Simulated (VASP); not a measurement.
A convergence study with VASP on Al (fcc): a few settings are varied, all else stays as given below, so the limit is that of these other settings. The cell's lengths are 1 % over those of the tabulated start, so it is off equilibrium.

```
Al
1.0
    0.00000     2.04525     2.04525
    2.04525     0.00000     2.04525
    2.04525     2.04525     0.00000
Al
1
Direct
  0.00000   0.00000   0.00000
```

Method: PBEsol GGA, VASP's PBE PAW potentials (set 64) (plane waves; VASP). The last row used: ADDGRID = .TRUE., 500 eV cut-off, 17×17×17 Γ-centred mesh, first-order Methfessel-Paxton smearing of 0.10 eV, potentials Al.

```tsv
setting	E (eV/atom)	pressure (GPa)	plane waves
ADDGRID = unset, ENCUT = 200, PREC = Low	-4.0674	-3.78	118
ADDGRID = unset, ENCUT = 200, PREC = Normal	-4.0658	-3.93	118
ADDGRID = .TRUE., ENCUT = 200, PREC = Normal	-4.0658	-3.93	118
ADDGRID = .TRUE., ENCUT = 200, PREC = Accurate	-4.0658	-3.93	118
ADDGRID = unset, ENCUT = 300, PREC = Low	-4.0798	-3.93	210
ADDGRID = unset, ENCUT = 300, PREC = Normal	-4.0781	-4.08	210
ADDGRID = .TRUE., ENCUT = 300, PREC = Normal	-4.0781	-4.08	210
ADDGRID = .TRUE., ENCUT = 300, PREC = Accurate	-4.0782	-4.08	210
ADDGRID = unset, ENCUT = 400, PREC = Low	-4.0813	-4.08	331
ADDGRID = unset, ENCUT = 400, PREC = Normal	-4.0813	-4.05	331
ADDGRID = .TRUE., ENCUT = 400, PREC = Normal	-4.0813	-4.05	331
ADDGRID = .TRUE., ENCUT = 400, PREC = Accurate	-4.0813	-4.05	331
ADDGRID = unset, ENCUT = 500, PREC = Low	-4.0814	-4.02	448
ADDGRID = unset, ENCUT = 500, PREC = Normal	-4.0817	-4.03	448
ADDGRID = .TRUE., ENCUT = 500, PREC = Normal	-4.0817	-4.03	448
ADDGRID = .TRUE., ENCUT = 500, PREC = Accurate	-4.0817	-4.03	448
```

Left out are rungs that failed or repeat a setting and relaxations that didn't move; long series are thinned to 24 rows.

The compound is Al in the fcc structure. The cell was not relaxed at this level.
